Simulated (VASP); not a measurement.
Input:

```
CELL_PARAMETERS angstrom
      0.00000     3.22084     3.22084
      3.22084     0.00000     3.22084
      3.22084     3.22084     0.00000
ATOMIC_POSITIONS crystal
  Ag 0.00000 0.00000 0.00000
  I  0.25000 0.25000 0.25000
```

Calculation: PBEsol GGA, VASP's PBE PAW potentials (set 64) (plane waves; VASP 6.6.1). Run with 400 eV cut-off, 8×8×8 Γ-centred mesh, tetrahedra with Blöchl corrections, potentials Ag I.

### Question
The job: AgI (zinc blende), 2 atoms, PBEsol, static run, 400 eV, 8×8×8 Γ-centred mesh. Roughly how much core time does it take on a busy server core?

### Answer
About 20 core-seconds (one run on a shared machine, a rough figure). It had 29 irreducible k-points, 13 bands, up to 1243 plane waves and 12 electronic steps.

The compound is AgI in the zinc blende structure, whereas wurtzite is the usual form. It was relaxed first.
